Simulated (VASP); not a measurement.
# Be3CdS4 (ordered alloy cell): computed properties

Calculation: PBEsol GGA, VASP's PBE PAW potentials (set 64) (plane waves; VASP 6.6.1).

```yaml
space_group: Amm2 (38)
cell: a = 3.5620 Å, b = 7.2434 Å, c = 10.3433 Å, α = 90.00°, β = 90.00°, γ = 90.00°
volume_per_atom: 16.68 Å³/atom
band gap (over mesh and band path): 2.25 eV
smallest direct gap (over mesh and band path): 2.52 eV
band_edge_character: indirect, Γ to T
density: 3.33 g/cm³
```

```xyz
8
Lattice="-0.0422 5.0797 5.1716 5.0797 -0.0422 5.1716 2.5187 2.5187 0.0000" Properties=species:S:1:pos:R:3 pbc="T T T"
Cd     5.0375     5.0375    10.2915
S      1.2594     1.2594     1.5870
S      3.6716     1.3658     3.7578
S      1.3658     3.6716     3.7578
S      3.7781     3.7781     6.4640
Be     5.0463     2.5099     2.5925
Be     2.5099     5.0463     2.5925
Be     2.5187     2.5187     5.1585
```

The structure was generated: Be3CdS4 was put into an ordered model structure (Amm2), which need not be its known phase. It was relaxed first. Symmetry was kept, so distortions that lower it aren't found.
